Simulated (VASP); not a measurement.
# A VASP study of BaTi2Bi2O (PBEsol): structure first, properties next, part 2 of 2

Wanted: the relaxed cell of BaTi2Bi2O and its properties. The start is a computed cell from the Materials Project.

VASP 6.6.1; PBEsol, no spin polarisation; plane waves and PAW (Ba_sv, Ti_sv, Bi_d, O).

Still holding for the runs below: This run has no spin polarisation, although Ti can carry a moment.

So far. Step 4 (Single point with fields (PBEsol)): In this run the pressure is -0.02 GPa, small enough to go on. Step 5 (Band structure (PBEsol)): There is no gap at this level. The relaxed cell has a = 4.057, c = 8.508 Å (conventional setting).

## 6. Total and projected DOS (PBEsol) (continued)

The density of states has structure finer than the step of the table below, so its rows give means over 0.5 eV, whole bins alone (the curve runs from -12 to 1.79 eV). Peaks (eV: height): total -10.71: 8.16, 0.94: 8.51, 1.22: 10.3, 1.65: 11.3; Ti d 0.43: 3.46, 0.94: 5.45, 1.22: 6.56, 1.65: 7.32; Bi p -3.57: 1.28, -2.78: 1.36, -2.35: 1.42, -1.85: 1.40; Ba d 0.43: 0.503, 0.65: 0.565, 1.44: 0.768, 1.72: 0.773; O p -7.00: 1.58, -5.78: 3.57, 1.65: 0.500.

States under -12.0 eV and over 1.8 eV are left out. Table of density of states by energy, zero at the Fermi level; means over each step; 7 of 9 lines; values in states/eV/cell:

```
energy (eV)   total     Ti d     Bi p     Ba d      O p     Ti p     Ti s
      -11.5   0.388  0.00358  0.00108   4.2e-5   3.3e-4  0.00142  0.00589
      -11.0    3.28   0.0174  0.00999  0.00675  0.00829   0.0275   0.0383
      -10.5    4.31   0.0524  0.00665   0.0125  0.00480   0.0339  0.00861
      -10.0  7.3e-4        0        0        0        0        0        0
       -9.5       0        0        0        0        0        0        0
       -9.0       0        0        0        0        0        0        0
       -8.5       0        0        0        0        0        0        0
       -8.0       0        0        0        0        0        0        0
       -7.5   0.511   0.0906  0.00311   1.2e-4    0.254  0.00264   0.0339
       -7.0    2.26    0.363   0.0115   5.5e-4     1.18   0.0349    0.127
       -6.5    1.56    0.198  0.00912   3.0e-4    0.842   0.0607   0.0657
       -6.0    3.06    0.311   0.0411  0.00186     1.56    0.114   0.0367
       -5.5    3.88    0.255   0.0555  0.00289     2.09    0.205   0.0164
       -5.0   0.705   0.0221   0.0184  0.00150    0.372   0.0209  0.00193
       -4.5   0.282   0.0325   0.0598  0.00185   0.0148  0.00205   0.0153
       -4.0    1.31    0.141    0.315   0.0144   0.0234   0.0120   0.0602
       -3.5    3.68    0.389    0.974   0.0993   0.0590   0.0507    0.121
       -3.0    3.12    0.321    0.861   0.0957   0.0596   0.0542   0.0429
       -2.5    4.47    0.542     1.28    0.116    0.123   0.0697   0.0301
       -2.0    4.50    0.876     1.24    0.106   0.0801   0.0703   0.0246
       -1.5    3.95     1.15    0.904    0.100   0.0845   0.0621   0.0151
       -1.0    2.64    0.815    0.589   0.0624   0.0557   0.0582   0.0112
       -0.5    2.03    0.985    0.215   0.0651   0.0498   0.0170  0.00942
        0.0    3.43     1.89    0.262    0.114   0.0593   0.0235   0.0222
        0.5    4.66     2.31    0.229    0.423   0.0825   0.0183   0.0257
        1.0    7.41     4.58    0.285    0.403    0.167   0.0352   0.0324
        1.5    9.13     5.63    0.194    0.655    0.301   0.0219   0.0443
```

The finer mesh and the other smearing move the Fermi level by +0.02 eV from the 7×7×3 run, a small shift, which tests the Fermi level alone. Of the states within 0.3 eV of the Fermi level, the largest shares in the PAW spheres are Ti d 55 % and Bi p 8 %. The rest lies in smaller channels or between the spheres.

## 7. Electric field gradients (PBEsol)

Field gradients probe how far the charge around each nucleus departs from cubic symmetry; LASPH keeps the non-spherical terms inside the spheres.

Contents of INCAR:

```
SYSTEM = BaTi2Bi2O
PREC = Accurate
ENCUT = 520
EDIFF = 1E-07
NELM = 100
ISMEAR = 0
SIGMA = 0.05
LREAL = .FALSE.
ALGO = Normal
GGA = PS
NBANDS = 43
LASPH = .TRUE.
LORBIT = 11
LWAVE = .FALSE.
LCHARG = .FALSE.
KPAR = 4
LEFG = .TRUE.
```

Contents of POSCAR:

```
BaTi2Bi2O
1.0
    4.0570174679      0.0000000000      0.0000000000
    0.0000000000      4.0570174679      0.0000000000
    0.0000000000      0.0000000000      8.5078441849
Ba Ti Bi O
1 2 2 1
Direct
    0.5000000000      0.5000000000      0.5000000000
    0.0000000000      0.5000000000      0.0000000000
    0.5000000000      0.0000000000      0.0000000000
    0.0000000000      0.0000000000      0.2485024431
    0.0000000000      0.0000000000      0.7514975569
    0.5000000000      0.5000000000      0.0000000000
```

Contents of KPOINTS:

```
Automatic mesh
0
Gamma
7 7 3
0 0 0
```

The projector-augmented-wave data sets are Ba_sv, Ti_sv, Bi_d and O (PBE family, release 64).

Run with:

```
> mpirun -np 4 vasp_std
```

The job ended after 36 s (4 MPI ranks of Intel Xeon Platinum 8124M at 3.00GHz (Skylake/Cascade Lake), shared host; peak memory 1.2 GiB; 2.4 min of CPU time).

Numbers from this step:

| Quantity | Value |
| --- | --- |
| electronic steps | 17 |
| bands | 43 |
| irreducible k points | 20 |
| free energy (TOTEN) | -40.39 eV |
| Fermi energy | 6.921 eV |
| pressure | -0.01478 GPa |

Electric field gradients, by row:

```
atom  Vxx (V/Å²)  Vyy (V/Å²)  Vzz (V/Å²)  asymmetry
 Ba1       18.37       18.37      -36.74          0
 Ti2      -49.95      -18.75       68.69      0.454
 Ti3      -49.95      -18.75       68.69      0.454
 Bi4       80.78       80.78      -161.6          0
 Bi5       80.78       80.78      -161.6          0
  O6       4.504       4.504      -9.008          0
```

The largest gradient, -161.55 V/Å², sits on Bi4 and like sites; times the quadrupole moment of a nucleus that has one, it gives the coupling that NMR and NQR see.

## 8. Independent-particle dielectric function (PBEsol)

LOPTICS sums transitions from filled to empty bands. The mesh is finer than in the run before. NBANDS is raised for it.

Contents of INCAR:

```
SYSTEM = BaTi2Bi2O
PREC = Accurate
ENCUT = 520
EDIFF = 1E-06
NELM = 100
ISMEAR = 0
SIGMA = 0.05
LREAL = .FALSE.
ALGO = Normal
GGA = PS
NBANDS = 83
LASPH = .TRUE.
LORBIT = 11
LWAVE = .FALSE.
LCHARG = .FALSE.
KPAR = 4
LOPTICS = .TRUE.
NEDOS = 1500
CSHIFT = 0.1
```

POSCAR is that of step 7.

Contents of KPOINTS:

```
Automatic mesh
0
Gamma
10 10 5
0 0 0
```

Run with:

```
> mpirun -np 4 vasp_std
```

The job ended after 2.8 min (4 MPI ranks; peak memory 5.3 GiB).

These are independent-particle spectra without excitons or local fields, and fine structure depends on the mesh and on CSHIFT. The intraband (Drude) part is not in this spectrum.

Numbers from this step:

```yaml
electronic_steps: 15
bands: 83
irreducible_k_points: 63
energy_at_zero_smearing: -40.38 eV
fermi_energy: 6.932 eV
pressure: 0.01023 GPa
```

The imaginary dielectric function has structure finer than the step of the table below, so its rows give means over 1 eV, whole bins alone (the curve runs from 0 to 25.0 eV). Peaks (eV: height): xx 0.1: 112; zz 2.0: 17.0, 3.2: 22.5.

Imaginary dielectric function against photon energy; means over each step:

```
photon energy (eV)     xx     zz
                 1   25.5   7.14
                 2   15.4   13.6
                 3   12.4   20.8
                 4   10.2   14.7
                 5   6.09   6.69
                 6   4.71   3.95
                 7   3.69   2.61
                 8   2.98   2.05
                 9   2.59   1.47
                10   2.01   1.23
                11   1.44   1.05
                12   1.48  0.899
                13  0.989  0.832
                14   1.37  0.659
                15   1.22  0.988
                16   1.14   1.59
                17  0.899   1.22
                18   1.01   1.25
                19  0.641  0.710
                20  0.435  0.468
                21  0.430  0.387
                22  0.319  0.291
                23  0.304  0.382
                24  0.270  0.387
```

The real dielectric function by photon energy:

```
photon energy (eV)       xx       zz
                 0      209     24.8
                 1     3.59     17.5
                 2     5.84     16.8
                 3    0.857     8.06
                 4   -0.965    -6.88
                 5    -1.76    -4.87
                 6   -0.361    -3.78
                 7   -0.783    -1.69
                 8   -0.756    -1.38
                 9   -0.549    -1.10
                10    -1.00   -0.328
                11   -0.178   -0.112
                12   -0.225   0.0561
                13   -0.113    0.285
                14    0.563    0.565
                15    0.231     1.17
                16  -0.0349    0.523
                17    0.205    0.365
                18  -0.0604  -0.0729
                19  -0.0996   -0.152
                20    0.184    0.124
                21    0.142    0.255
                22    0.335    0.449
                23    0.354    0.515
                24    0.472    0.483
```

## 9. Summary of results

| Item | Value |
| --- | --- |
| relaxed volume | 23.34 Å³/atom |
| relaxed conventional cell a, b, c | 4.057, 4.057, 8.508 Å |
| space group after relaxing, within 0.02 Å | P4/mmm (No. 123) |
| band gap | none, a metal |
| DOS at the Fermi level | 3.15 states/eV/cell |
| largest field gradient Vzz | -161.55 V/Å² on Bi4 |

What this shows: With PBEsol, BaTi2Bi2O relaxes to 23.34 Å³/atom in space group P4/mmm (held by the symmetry of the run) and comes out as a metal. Band structure (PBEsol): Of the bands kept, 3 cross the Fermi level on this path. Spin-orbit coupling is left out, and with elements this heavy it would split and shift bands near the Fermi level. The k-sampling is coarse for a metal, so the Fermi level, pressures and the shape of the cell carry errors. Magnetism was not tested. No search among competing phases was made, and a listed structure need not be the one stable at ambient conditions. All values are for a static lattice at zero temperature.

[Lines on the potential files, build, host, timing and source positions are cut from VASP's logs without a mark.]

[Logs are printed without paths, hosts, clocks, repeated set-up lines and the standing remarks that a program may print on its own settings, such as how far it seeks lower states.]

[Hosts, paths, dates, database ids (printed as entryN), source tags and the programs' standing remarks are cut or masked in the printed files.]

[A measured line is paired with the nearest computed mode of its activity, which favours agreement.]
